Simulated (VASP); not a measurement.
Output of a VASP run:

### OSZICAR
```
...
DAV:   3    -0.705600494126E+01    0.29651E+00   -0.77847E-01   698   0.141E+01    0.347E-01
DAV:   4    -0.706006847679E+01   -0.40635E-02   -0.32857E-02   702   0.919E-01    0.344E-01
DAV:   5    -0.705967619881E+01    0.39228E-03   -0.10830E-03   830   0.429E-01    0.254E-01
DAV:   6    -0.705967681215E+01   -0.61334E-06   -0.41420E-05   768   0.638E-02    0.192E-01
DAV:   7    -0.705959678091E+01    0.80031E-04   -0.13861E-04   796   0.167E-01    0.639E-02
DAV:   8    -0.705957145955E+01    0.25321E-04   -0.41563E-05   882   0.790E-02    0.284E-02
DAV:   9    -0.705957649782E+01   -0.50383E-05   -0.41428E-06   604   0.247E-02    0.251E-02
DAV:  10    -0.705957845027E+01   -0.19524E-05   -0.11254E-06   474   0.141E-02    0.952E-03
DAV:  11    -0.705957861403E+01   -0.16377E-06   -0.36118E-07   400   0.451E-03
   7 F= -.70595786E+01 E0= -.68977179E+01  d E =0.321878E-03  mag=     0.0000
       N       E                     dE             d eps       ncg     rms          rms(c)
DAV:   1    -0.707298195675E+01   -0.13404E-01   -0.14275E-01   716   0.444E+00    0.123E+00
DAV:   2    -0.721675802521E+01   -0.14378E+00   -0.64213E-01   698   0.117E+01    0.409E+00
DAV:   3    -0.705894719079E+01    0.15781E+00   -0.39868E-01   698   0.871E+00    0.233E-01
DAV:   4    -0.706030128497E+01   -0.13541E-02   -0.11106E-02   686   0.543E-01    0.211E-01
DAV:   5    -0.706014146671E+01    0.15982E-03   -0.43745E-04   846   0.280E-01    0.151E-01
DAV:   6    -0.706012762443E+01    0.13842E-04   -0.26157E-05   742   0.496E-02    0.843E-02
DAV:   7    -0.706010067767E+01    0.26947E-04   -0.44466E-05   681   0.996E-02    0.160E-02
DAV:   8    -0.706010233009E+01   -0.16524E-05   -0.46780E-06   620   0.145E-02    0.132E-02
DAV:   9    -0.706010145203E+01    0.87807E-06   -0.96829E-07   340   0.143E-02
   8 F= -.70601015E+01 E0= -.68971796E+01  d E =-.200960E-03  mag=     0.0001
       N       E                     dE             d eps       ncg     rms          rms(c)
DAV:   1    -0.706076993782E+01   -0.66761E-03   -0.71165E-03   716   0.986E-01    0.279E-01
DAV:   2    -0.706851642842E+01   -0.77465E-02   -0.30921E-02   714   0.264E+00    0.989E-01
DAV:   3    -0.706002462023E+01    0.84918E-02   -0.19637E-02   698   0.212E+00    0.607E-02
DAV:   4    -0.706011580742E+01   -0.91187E-04   -0.58380E-04   686   0.122E-01    0.473E-02
DAV:   5    -0.706010914663E+01    0.66608E-05   -0.19849E-05   827   0.581E-02    0.361E-02
DAV:   6    -0.706010876896E+01    0.37768E-06   -0.16197E-06   461   0.149E-02
   9 F= -.70601088E+01 E0= -.68969865E+01  d E =-.208277E-03  mag=     0.0045
       N       E                     dE             d eps       ncg     rms          rms(c)
DAV:   1    -0.706023676826E+01   -0.12762E-03   -0.13815E-03   716   0.431E-01    0.130E-01
DAV:   2    -0.706188385245E+01   -0.16471E-02   -0.64962E-03   714   0.121E+00    0.459E-01
DAV:   3    -0.706008979968E+01    0.17941E-02   -0.40846E-03   698   0.980E-01    0.449E-02
DAV:   4    -0.706013633787E+01   -0.46538E-04   -0.13143E-04   739   0.795E-02    0.721E-02
DAV:   5    -0.706013255848E+01    0.37794E-05   -0.32169E-06   667   0.169E-02    0.707E-02
DAV:   6    -0.706007633015E+01    0.56228E-04   -0.49525E-05   764   0.996E-02    0.326E-02
DAV:   7    -0.706009509689E+01   -0.18767E-04   -0.87054E-06   792   0.316E-02    0.166E-02
DAV:   8    -0.706009671044E+01   -0.16136E-05   -0.15997E-06   448   0.156E-02    0.999E-03
DAV:   9    -0.706009646942E+01    0.24102E-06   -0.47870E-07   340   0.558E-03
  10 F= -.70600965E+01 E0= -.68967889E+01  d E =-.195978E-03  mag=     0.0003
```

File OUTCAR:
```
------------------------ aborting loop because EDIFF is reached ----------------------------------------
  FORCE on cell =-STRESS in cart. coord.  units (eV):
  Direction    XX          YY          ZZ          XY          YZ          ZX
  --------------------------------------------------------------------------------------
  Total       -0.0155330     -0.0155330     -0.0155330      0.0000000      0.0000000      0.0000000
  in kB       -0.2926432     -0.2926432     -0.2926432      0.0000000      0.0000000      0.0000000
  external PRESSURE =      -0.2926432 kB  Pullay stress =       0.0000000 kB
  volume of cell :       85.04
      direct lattice vectors                 reciprocal lattice vectors
    -0.000000000  3.490324598  3.490324598    -0.143253152  0.143253152  0.143253152
     3.490324598 -0.000000000  3.490324598     0.143253152 -0.143253152  0.143253152
     3.490324598  3.490324598 -0.000000000     0.143253152  0.143253152 -0.143253152
 POSITION                                       TOTAL-FORCE (eV/Angst)
 -----------------------------------------------------------------------------------
      0.00000      0.00000      0.00000        -0.000000     -0.000000      0.000000
      1.74516      1.74516      1.74516        -0.000000     -0.000000      0.000000
      5.23549      5.23549      5.23549         0.000000      0.000000     -0.000000
 -----------------------------------------------------------------------------------
    total drift:                               -0.000000     -0.000000      0.000000
  FREE ENERGIE OF THE ION-ELECTRON SYSTEM (eV)
  ---------------------------------------------------
  free  energy   TOTEN  =        -7.0600964694 eV

  energy  without entropy=       -6.7334812932  energy(sigma->0) =       -6.89678888

 total charge

# of ion       s       p       d       tot
------------------------------------------
    1        0.235   0.178   8.411   8.825
    2        1.545   2.654   0.036   4.235
    3        1.545   2.654   0.036   4.235
--------------------------------------------------
tot          3.325   5.486   8.483  17.294

 magnetization (x)

# of ion       s       p       d       tot
------------------------------------------
    1        0.000  -0.000   0.001   0.001
    2       -0.000   0.000   0.000   0.000
    3       -0.000   0.000   0.000   0.000
--------------------------------------------------
tot         -0.000   0.000   0.001   0.001

 reached required accuracy - stopping structural energy minimisation
```
(Selected blocks of OUTCAR.)

### POSCAR
```
NiI2
1
    0.0000000000     3.2915110000     3.2915110000
    3.2915110000     0.0000000000     3.2915110000
    3.2915110000     3.2915110000     0.0000000000
Ni I
1 2
Direct
  0.0000000000   0.0000000000   0.0000000000
  0.2500000000   0.2500000000   0.2500000000
  0.7500000000   0.7500000000   0.7500000000
```

Problem. Reconstruct the remaining input files.

Solution. One answer among several that fit: the input of the run itself, PBE GGA, plane waves, VASP's PBE PAW potentials (set 64).

KPOINTS:
```
Regular mesh
0
Gamma
  5 5 5
```

INCAR:
```
LCHARG=.FALSE.
NELM=100   # most electronic steps
ISIF=3   # ions, shape and volume
NSW=50   # most ionic steps
EDIFFG=-0.01   # ionic stop
MAGMOM=2.0 0.0 0.0
ALGO=Normal
ISMEAR=-1   # Fermi-Dirac
ISPIN=2   # spin-polarised
EDIFF=1E-6
LMAXMIX=4
LWAVE=.FALSE.
LASPH=.TRUE.   # aspherical one-centre terms
GGA=PE   # PBE
IBRION=2
LREAL=.FALSE.
LORBIT=11   # lm-projected
PREC=Accurate
SYSTEM=NiI2
SIGMA=0.136
ENCUT=300   # plane-wave cut-off (eV)
```

POTCAR, in this order: Ni I (PBE.64 set). Program: vasp_std.

At this cut-off the stress carries a Pulay error, which pulls relaxed volumes low. Energy and stress use the plane-wave basis of the starting cell.

The structure was generated: NiI2 was put into an ordered model structure, which need not be its known phase. This run relaxes it. Symmetry was kept, so distortions that lower it aren't found. The k-mesh is coarse (spacing up to 0.31 per Å, 2π included), so the numbers may not be converged in it. The run is one of a series of settings (EDIFFG = -0.01, IBRION = 2, ISIF = 3, NSW = 50 against the base run), some of them coarse on purpose.
